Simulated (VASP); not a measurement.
```
CELL_PARAMETERS angstrom
      1.85623    -3.21508     0.00000
      1.85623     3.21508     0.00000
      0.00000     0.00000    11.87854
ATOMIC_POSITIONS crystal
  La 0.00000 0.00000 0.50000
  La 0.00000 0.00000 0.00000
  La 0.33333 0.66667 0.25000
  La 0.66667 0.33333 0.75000
```

Method: rev-vdW-DF2, VASP's PBE PAW potentials (set 64) (plane waves; VASP). Settings: 520 eV cut-off, Gaussian smearing of 0.050 eV, potentials La.

**Question.** Estimate the band gap (along the path) with the smallest direct gap where there is one.

**Answer.** 
```
Item                                                          Value
-------------------------  ----------------------------------------
band gap (along the path)  none (metal, semimetal or under 0.01 eV)
```

Total energies compare only between runs with the same potentials, cut-off and functional.

The compound is La in the dhcp structure. It was relaxed first, which changed the volume by -5 %.
